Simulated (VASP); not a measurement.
**ZnCl₂ (space group P4_2/nmc): computed properties**

Method: LDA (Ceperley-Alder, Perdew-Zunger), VASP's LDA PAW potentials (set 64) (plane waves; VASP 6.6.1).

| Property | Value |
|---|---|
| space group | P4_2/nmc (137) |
| cell | a = 3.5865 Å, b = 3.5865 Å, c = 10.1593 Å, α = 90.00°, β = 90.00°, γ = 90.00° |
| volume per atom | 21.78 Å³/atom |
| band gap (over mesh and band path) | 3.66 eV |
| smallest direct gap (over mesh and band path) | 3.66 eV |
| band-edge character without spin-orbit coupling | direct, Γ to Γ |
| band gap with spin-orbit coupling | 3.62 eV |
| density | 3.46 g/cm³ |
| mean ε∞ (DFPT) | 3.47 |
| mean ε∞ (independent particles) | 3.87 |
| mean static ε | 6.18 |
| optical Γ-point spectrum | 43 (×2), 66, 81 (×2), 91 (×2), 250, 262, 278 (×2), 287 (×2), 296, 326 cm⁻¹ |

```yaml
crystal:
  lattice:
    - [3.58647, 0.00000, 0.00000]
    - [0.00000, 3.58647, 0.00000]
    - [0.00000, 0.00000, 10.15932]
  atoms:
    - { symbol: Zn, position: [0.00000, 0.00000, 0.00000] }
    - { symbol: Zn, position: [0.50000, 0.50000, 0.50000] }
    - { symbol: Cl, position: [0.50000, 0.00000, 0.13255] }
    - { symbol: Cl, position: [0.50000, 0.00000, 0.63255] }
    - { symbol: Cl, position: [0.00000, 0.50000, 0.36745] }
    - { symbol: Cl, position: [0.00000, 0.50000, 0.86745] }
```

The structure comes from a computed database's ZnCl2 entry (P4_2/nmc); how it stands against other phases isn't given here. It was relaxed first, which changed the volume by -12 %. Symmetry was kept, so distortions that lower it aren't found.
